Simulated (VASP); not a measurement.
Here is the system:

```xyz
2
Lattice="0.0000 3.2930 3.2930 3.2930 0.0000 3.2930 3.2930 3.2930 0.0000" Properties=species:S:1:pos:R:3 pbc="T T T"
In     3.2930     3.2930     0.0000
Sb     1.6465     1.6465     1.6465
```

Calculation: rev-vdW-DF2, VASP's PBE PAW potentials (set 64) (plane waves; VASP). Run with 520 eV cut-off, Gaussian smearing of 0.050 eV, potentials In_d Sb.

### Question
Give the energies of bands 7 to 12 at the high-symmetry points, in eV from the Fermi level.

### Answer

```
band      Γ      X      U      L      W
----  -----  -----  -----  -----  -----
7     -0.60  -5.75  -5.63  -5.44  -5.66
8      0.00  -2.11  -2.92  -0.94  -2.68
9      0.00  -2.11  -1.79  -0.94  -2.55
10     0.00   1.28   1.56   0.36   3.27
11     2.93   1.35   3.56   3.76   3.91
12     2.93   7.79   6.01   3.76   4.06
```

It has no gap at this level: it comes out as a metal or semimetal.

The compound is InSb in the zinc blende structure. It was relaxed first.
